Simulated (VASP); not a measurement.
```
CELL_PARAMETERS angstrom
     -3.28967     3.28967     2.64438
      3.28967    -3.28967     2.64438
      3.28967     3.28967    -2.64438
ATOMIC_POSITIONS crystal
  Hf 0.34431 0.15569 0.50000
  Hf 0.65569 0.84431 0.50000
  Hf 0.15569 0.65569 0.81138
  Hf 0.84431 0.34431 0.18862
  Ge 0.25000 0.25000 0.00000
  Ge 0.75000 0.75000 0.00000
```

Level of theory: r2SCAN meta-GGA, VASP's PBE PAW potentials (set 64) (plane waves; VASP). Numerical set-up: 400 eV cut-off, 8×8×8 Γ-centred mesh, tetrahedra with Blöchl corrections, potentials Hf_pv Ge_d.

For a metal the tetrahedron method with Blöchl corrections gives inexact stress and forces. Unless said otherwise, spin-orbit coupling is left out, though it shifts the bands of the heavy elements here.

Predict the energy per atom (σ→0), largest force, band gap (over mesh and band path) with the smallest direct gap where there is one.

```yaml
band gap (over mesh and band path): none (metal, semimetal or under 0.01 eV)
energy per atom (σ→0): -35.449 eV/atom
largest_force: 0.119 eV/Å
```

The absolute energy has meaning only against runs of the same code, potentials and settings.

The structure comes from a computed database's Hf2Ge entry (I4/mcm); how it stands against other phases isn't given here. It was relaxed first.
